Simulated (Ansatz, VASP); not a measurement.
**TaN in two plane-wave programs**

Aim: how closely do two programs agree when they are given the same cell, functional and k mesh? The cell is taken from a series of runs on this material, whose earlier steps may have relaxed, scaled, displaced or heated it; both programs get it as it stands.

Program: Ansatz 0.2.0. Level of theory: plane waves, with VASP 6.6.1 beside it; zone-centre phonons at LDA. Results are calculated unless marked as measured.

## Step 1: The starting structure

Symmetry: P-62m, No. 189, hexagonal system. Conventional cell: a = 4.956 Å, b = 4.956 Å, c = 2.793 Å, α = 90.00°, β = 90.00°, γ = 120.00°. N has 5 Ta at 1.97 to 2.06 Å nearest. Nearest to Ta lie 6 N at 2.06 Å. Nearest to Ta lie 3 N at 1.97 Å. Farther neighbours and most contacts between anions are not listed.

## Step 2: VASP: zone-centre phonons, LDA

Second derivatives magnify differences that forces hide, and they need a tight electronic threshold.

Lines of VASP's logs that name or quote its potential files are left out, and so is its time.

Contents of INCAR:

```
SYSTEM = TaN
PREC = Accurate
ENCUT = 600
EDIFF = 1E-08
NELM = 120
ISMEAR = 1
SIGMA = 0.2
LREAL = .FALSE.
ALGO = Normal
GGA = CA
NBANDS = 30
LASPH = .TRUE.
LORBIT = 11
LWAVE = .FALSE.
LCHARG = .FALSE.
ISIF = 2
IBRION = 8
GGA_COMPAT = .FALSE.
KPAR = 2
```

Contents of POSCAR:

```
TaN
1.0
    4.9555895164      0.0000000000      0.0000000000
   -2.4777947582      4.2916664120      0.0000000000
    0.0000000000      0.0000000000      2.7929745897
N Ta
3 3
Direct
    0.3978577669      0.0000000000      0.0000000000
    0.6021422331      0.6021422331      0.0000000000
    0.0000000000      0.3978577669      0.0000000000
    0.3333333333      0.6666666667      0.5000000000
    0.6666666667      0.3333333333      0.5000000000
    0.0000000000      0.0000000000      0.0000000000
```

Contents of KPOINTS:

```
Automatic mesh
0
Gamma
9 9 12
0 0 0
```

Potentials, in the order of the species: N and Ta_pv (LDA family, release 64).

Run with:

```sh
mpirun -np 2 vasp_std
```

Numbers of over 12 decimals in the logs are rounded to 6 here.

The log of the run:

```text
[banner, memory and clock lines left out]
running    2 mpi-ranks, on    1 nodes
 distrk:  each k-point on    1 cores,    2 groups
 distr:  one band on    1 cores,    1 groups

 POSCAR found type information on POSCAR N Ta
 POSCAR found :  2 types and       6 ions
 LDA part: xc-table for (Slater(with rela. corr.)+CA(PZ))
 , standard interpolation
 POSCAR, INCAR and KPOINTS ok, starting setup
 FFT: planning ... GRIDC
 FFT: planning ... GRID_SOFT
 FFT: planning ... GRID
 WAVECAR not read
 entering main loop
       N       E                     dE             d eps       ncg     rms          rms(c)
DAV:   1     0.491097440085E+03    0.49110E+03   -0.28981E+04  5040   0.191E+03
DAV:   2    -0.493682271417E+02   -0.54047E+03   -0.51933E+03  5708   0.522E+02
DAV:   3    -0.824567336343E+02   -0.33089E+02   -0.32562E+02  6104   0.120E+02
DAV:   4    -0.831227890809E+02   -0.66606E+00   -0.66156E+00  6162   0.163E+01
DAV:   5    -0.831387053229E+02   -0.15916E-01   -0.15904E-01  6172   0.200E+00    0.566E+01
DAV:   6    -0.734550154179E+02    0.96837E+01   -0.51373E+01  5990   0.418E+01    0.252E+01
DAV:   7    -0.732720630965E+02    0.18295E+00   -0.22094E+00  6054   0.914E+00    0.125E+01
DAV:   8    -0.731971779655E+02    0.74885E-01   -0.23769E-01  6172   0.381E+00    0.102E+00
DAV:   9    -0.731885793500E+02    0.85986E-02   -0.28529E-02  6514   0.159E+00    0.323E-01
DAV:  10    -0.731882123288E+02    0.36702E-03   -0.76826E-03  6110   0.481E-01    0.118E-01
DAV:  11    -0.731880211137E+02    0.19122E-03   -0.17783E-03  6136   0.272E-01    0.403E-02
DAV:  12    -0.731880051145E+02    0.15999E-04   -0.12800E-04  6120   0.713E-02    0.127E-02
DAV:  13    -0.731880053670E+02   -0.25252E-06   -0.46718E-06  6098   0.145E-02    0.284E-03
DAV:  14    -0.731880053712E+02   -0.41873E-08   -0.32571E-07  6318   0.396E-03    0.116E-03
DAV:  15    -0.731880053577E+02    0.13544E-07   -0.51845E-08  5440   0.154E-03    0.321E-04
DAV:  16    -0.731880053573E+02    0.35470E-09   -0.43916E-09  3972   0.474E-04
   1 F= -.73188005E+02 E0= -.73188953E+02  d E =0.284271E-02
 Linear response reoptimize wavefunctions to high precision
DAV:   1    -0.731880053573E+02    0.10914E-10   -0.10514E-09  3906   0.198E-04
DAV:   2    -0.731880053574E+02   -0.54570E-10   -0.27514E-10  3762   0.100E-04
 Linear response DOF=           7
 Linear response progress:
  Degree of freedom:   1/  7
       N       E                     dE             d eps       ncg     rms          rms(c)
RMM:   1    -0.253354643695E+00   -0.25335E+00    0.13395E-01 21628   0.253E+00
RMM:   2    -0.245533404612E+00    0.78212E-02   -0.13388E-02 17176   0.522E-01    0.451E-01
RMM:   3    -0.246420190488E+00   -0.88679E-03   -0.35092E-03 17919   0.244E-01    0.270E-01
RMM:   4    -0.247773822746E+00   -0.13536E-02   -0.91711E-04 16942   0.130E-01    0.720E-02
RMM:   5    -0.248076100684E+00   -0.30228E-03   -0.11916E-04 18999   0.444E-02    0.274E-02
RMM:   6    -0.248061961839E+00    0.14139E-04   -0.16415E-05 19598   0.163E-02    0.538E-03
RMM:   7    -0.248031572983E+00    0.30389E-04   -0.79408E-07 17787   0.635E-03    0.120E-03
RMM:   8    -0.248030943212E+00    0.62977E-06   -0.48241E-07 20696   0.210E-03    0.579E-04
RMM:   9    -0.248032356610E+00   -0.14134E-05   -0.33989E-07 18933   0.617E-04    0.221E-04
RMM:  10    -0.248032093490E+00    0.26312E-06    0.60400E-08 19637   0.252E-04    0.739E-05
RMM:  11    -0.248032174743E+00   -0.81252E-07   -0.10370E-07 19664   0.121E-04    0.314E-05
RMM:  12    -0.248032220823E+00   -0.46080E-07   -0.25345E-08 20621   0.683E-05    0.687E-06
RMM:  13    -0.248032230744E+00   -0.99213E-08   -0.35536E-08 20416   0.489E-05    0.271E-06
 first order change of Fermi-energy  -0.13520E-01
 force on displaced ion       1 direction 1 : -27.271  -0.000   0.000
 Linear response progress:
  Degree of freedom:   2/  7
       N       E                     dE             d eps       ncg     rms          rms(c)
RMM:   1    -0.252788767681E+00   -0.25279E+00    0.16308E-01 35952   0.257E+00
RMM:   2    -0.245556418211E+00    0.72323E-02   -0.16637E-02 28378   0.567E-01    0.517E-01
RMM:   3    -0.246261522187E+00   -0.70510E-03   -0.40065E-03 29610   0.272E-01    0.321E-01
RMM:   4    -0.247543041252E+00   -0.12815E-02   -0.10027E-03 27387   0.141E-01    0.925E-02
RMM:   5    -0.247961944857E+00   -0.41890E-03   -0.14677E-04 31962   0.511E-02    0.242E-02
RMM:   6    -0.247915674837E+00    0.46270E-04   -0.18286E-05 31140   0.185E-02    0.264E-03
RMM:   7    -0.247906034240E+00    0.96406E-05   -0.28032E-06 31276   0.628E-03    0.115E-03
RMM:   8    -0.247900911111E+00    0.51231E-05   -0.27672E-07 31670   0.223E-03    0.305E-04
RMM:   9    -0.247902720315E+00   -0.18092E-05    0.66526E-08 32774   0.761E-04    0.159E-04
RMM:  10    -0.247902104378E+00    0.61594E-06    0.15150E-08 32524   0.331E-04    0.610E-05
RMM:  11    -0.247902458924E+00   -0.35455E-06   -0.27151E-08 32575   0.157E-04    0.172E-05
[...]
RMM:  13    -0.247902511999E+00    0.27982E-08   -0.11647E-08 33327   0.577E-05    0.328E-06
 first order change of Fermi-energy  -0.21242E-04
 force on displaced ion       1 direction 2 :  -0.003 -31.648   0.000
 Linear response progress:
  Degree of freedom:   3/  7
       N       E                     dE             d eps       ncg     rms          rms(c)
[...]
RMM:  17    -0.202029484071E+00   -0.27851E-07   -0.46477E-07 37377   0.800E-05    0.796E-07
RMM:  18    -0.202029473168E+00    0.10903E-07   -0.23002E-07 35710   0.769E-05    0.228E-07
RMM:  19    -0.202029485902E+00   -0.12734E-07   -0.30932E-07 32230   0.746E-05    0.189E-07
RMM:  20    -0.202029479524E+00    0.63774E-08   -0.20255E-07 32541   0.734E-05    0.101E-07
RMM:  21    -0.202029486598E+00   -0.70734E-08   -0.24570E-07 32867   0.727E-05    0.109E-07
RMM:  22    -0.202029481750E+00    0.48472E-08   -0.19791E-07 30682   0.721E-05    0.931E-08
 first order change of Fermi-energy  -0.46685E-03
 force on displaced ion       4 direction 1 : -40.552  -0.001   0.000
 Linear response progress:
  Degree of freedom:   5/  7
       N       E                     dE             d eps       ncg     rms          rms(c)
RMM:   1    -0.137431684211E+00   -0.13743E+00    0.10274E+01 10792   0.191E+01
RMM:   2    -0.163351066246E+00   -0.25919E-01   -0.41125E-02 17239   0.123E+00    0.147E-01
RMM:   3    -0.162755924159E+00    0.59514E-03   -0.68312E-03 18584   0.318E-01    0.806E-02
RMM:   4    -0.162206691192E+00    0.54923E-03   -0.89982E-04 21265   0.123E-01    0.268E-02
RMM:   5    -0.162047611496E+00    0.15908E-03   -0.75258E-05 20743   0.296E-02    0.731E-03
RMM:   6    -0.162006209358E+00    0.41402E-04   -0.24031E-05 20582   0.111E-02    0.120E-03
RMM:   7    -0.162006294340E+00   -0.84982E-07   -0.22032E-05 21210   0.416E-03    0.499E-04
RMM:   8    -0.162006425657E+00   -0.13132E-06   -0.12851E-05 21020   0.177E-03    0.152E-04
RMM:   9    -0.162007134629E+00   -0.70897E-06   -0.83232E-06 21987   0.866E-04    0.678E-05
RMM:  10    -0.162007562023E+00   -0.42739E-06   -0.45978E-06 19577   0.502E-04    0.204E-05
RMM:  11    -0.162007710928E+00   -0.14891E-06   -0.31099E-06 21719   0.300E-04    0.103E-05
RMM:  12    -0.162007681827E+00    0.29101E-07   -0.16454E-06 21711   0.193E-04    0.619E-06
RMM:  13    -0.162007781960E+00   -0.10013E-06   -0.12289E-06 20336   0.156E-04    0.508E-06
RMM:  14    -0.162007706039E+00    0.75921E-07   -0.50882E-07 20507   0.119E-04    0.259E-06
RMM:  15    -0.162007705687E+00    0.35219E-09   -0.33517E-07 21055   0.979E-05    0.370E-06
RMM:  16    -0.162007677926E+00    0.27761E-07    0.20601E-08 19934   0.868E-05    0.511E-06
RMM:  17    -0.162007675850E+00    0.20765E-08    0.14256E-07 18576   0.799E-05    0.556E-06
RMM:  18    -0.162007660330E+00    0.15520E-07    0.32805E-07 18919   0.756E-05    0.623E-06
RMM:  19    -0.162007651494E+00    0.88358E-08    0.43735E-07 21281   0.732E-05    0.742E-06
RMM:  20    -0.162007638579E+00    0.12915E-07    0.54715E-07 19404   0.711E-05    0.802E-06
RMM:  21    -0.162007632887E+00    0.56917E-08    0.69122E-07 19441   0.700E-05    0.745E-06
 first order change of Fermi-energy   0.15429E-03
 force on displaced ion       4 direction 3 :  -0.000   0.000 -36.370
 Linear response progress:
  Degree of freedom:   6/  7
       N       E                     dE             d eps       ncg     rms          rms(c)
RMM:   1    -0.175235716293E+00   -0.17524E+00    0.10777E+01 10876   0.185E+01
RMM:   2    -0.207776845311E+00   -0.32541E-01   -0.54481E-02 17129   0.130E+00    0.338E-01
RMM:   3    -0.207393605534E+00    0.38324E-03   -0.84402E-03 18696   0.297E-01    0.198E-01
RMM:   4    -0.207003979767E+00    0.38963E-03   -0.87924E-04 19317   0.135E-01    0.616E-02
RMM:   5    -0.206909453239E+00    0.94527E-04   -0.11321E-04 19876   0.442E-02    0.257E-02
RMM:   6    -0.206870640715E+00    0.38813E-04   -0.44715E-05 20871   0.184E-02    0.492E-03
RMM:   7    -0.206869307201E+00    0.13335E-05   -0.94057E-06 19564   0.106E-02    0.246E-03
RMM:   8    -0.206868346886E+00    0.96031E-06   -0.46976E-07 19455   0.516E-03    0.748E-04
RMM:   9    -0.206871386108E+00   -0.30392E-05   -0.38004E-06 20479   0.222E-03    0.482E-04
RMM:  10    -0.206872034482E+00   -0.64837E-06    0.39268E-07 19510   0.134E-03    0.219E-04
RMM:  11    -0.206872796313E+00   -0.76183E-06   -0.10027E-06 20944   0.595E-04    0.135E-04
RMM:  12    -0.206872856475E+00   -0.60162E-07   -0.14001E-07 19979   0.413E-04    0.224E-05
RMM:  13    -0.206872988526E+00   -0.13205E-06   -0.36227E-07 21298   0.244E-04    0.111E-05
RMM:  14    -0.206873087786E+00   -0.99260E-07   -0.14945E-07 21014   0.169E-04    0.711E-06
RMM:  15    -0.206873056684E+00    0.31102E-07   -0.18249E-07 20792   0.125E-04    0.745E-06
RMM:  16    -0.206873080512E+00   -0.23828E-07   -0.59672E-08 21474   0.102E-04    0.543E-06
RMM:  17    -0.206873111704E+00   -0.31192E-07   -0.33829E-08 21760   0.888E-05    0.312E-06
RMM:  18    -0.206873136110E+00   -0.24406E-07    0.47894E-08 22331   0.804E-05    0.628E-07
RMM:  19    -0.206873136354E+00   -0.24461E-09    0.57086E-08 21641   0.722E-05    0.117E-06
 first order change of Fermi-energy  -0.45252E-03
 force on displaced ion       6 direction 1 : -39.021   0.000   0.000
 Linear response progress:
  Degree of freedom:   7/  7
       N       E                     dE             d eps       ncg     rms          rms(c)
RMM:   1    -0.121439448498E+00   -0.12144E+00    0.12841E+01  8126   0.166E+01
RMM:   2    -0.147302611645E+00   -0.25863E-01   -0.34192E-02 11438   0.103E+00    0.143E-01
RMM:   3    -0.146074834358E+00    0.12278E-02   -0.49713E-03 12451   0.260E-01    0.698E-02
RMM:   4    -0.145263287913E+00    0.81155E-03   -0.77129E-04 13730   0.111E-01    0.315E-02
RMM:   5    -0.144921051777E+00    0.34224E-03   -0.52964E-05 14372   0.303E-02    0.341E-03
RMM:   6    -0.144946411851E+00   -0.25360E-04   -0.64428E-06 13380   0.932E-03    0.111E-03
RMM:   7    -0.144949573059E+00   -0.31612E-05   -0.12830E-06 14710   0.323E-03    0.611E-04
RMM:   8    -0.144953375343E+00   -0.38023E-05   -0.93159E-07 13989   0.118E-03    0.119E-04
RMM:   9    -0.144953760801E+00   -0.38546E-06   -0.49640E-07 14723   0.549E-04    0.475E-05
RMM:  10    -0.144954199792E+00   -0.43899E-06   -0.22797E-07 14251   0.296E-04    0.105E-05
RMM:  11    -0.144954240218E+00   -0.40427E-07   -0.12750E-07 14904   0.183E-04    0.719E-06
RMM:  12    -0.144954254509E+00   -0.14291E-07   -0.63824E-08 15066   0.124E-04    0.614E-06
RMM:  13    -0.144954399975E+00   -0.14547E-06   -0.46750E-08 13800   0.102E-04    0.755E-06
RMM:  14    -0.144954312981E+00    0.86994E-07   -0.21862E-08 13776   0.823E-05    0.250E-06
RMM:  15    -0.144954316333E+00   -0.33519E-08   -0.19012E-08 13452   0.685E-05    0.275E-06
 first order change of Fermi-energy   0.47988E-03
 force on displaced ion       6 direction 3 :   0.000  -0.000 -13.285
 Linear response finished
```

[end of part 1 of 2]

[Lines on the potential files, build, host, timing and source positions are cut from VASP's logs without a mark.]

[Logs are printed without paths, hosts, clocks, repeated set-up lines and the standing remarks that a program may print on its own settings, such as how far it seeks lower states.]

[Hosts, paths, dates, database ids (printed as entryN), source tags and the programs' standing remarks are cut or masked in the printed files.]
